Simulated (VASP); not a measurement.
Given:

```yaml
crystal:
  lattice:
    - [3.84722, 0.00000, 0.00000]
    - [0.00000, 3.84722, 0.00000]
    - [0.00000, 0.00000, 4.83657]
  atoms:
    - { symbol: Sn, position: [0.50000, 0.00000, 0.76042] }
    - { symbol: Sn, position: [0.00000, 0.50000, 0.23958] }
    - { symbol: O, position: [0.50000, 0.50000, 0.00000] }
    - { symbol: O, position: [0.00000, 0.00000, 0.00000] }
```

These are rev-vdW-DF2, VASP's PBE PAW potentials (set 64) (plane waves; VASP) values and carry that method's errors. Run with 520 eV cut-off, Gaussian smearing of 0.050 eV, potentials Sn_d O.

Unless said otherwise, spin-orbit coupling is left out, though it shifts the bands of the heavy elements here.

### Question
Estimate the band gap (along the path) with the smallest direct gap where there is one.

### Answer

```yaml
band gap (along the path): 0.22 eV
smallest direct gap (along the path): 2.03 eV
```

Only differences to runs with the same potentials and settings are physical.

The compound is SnO in the litharge structure. It was relaxed first.
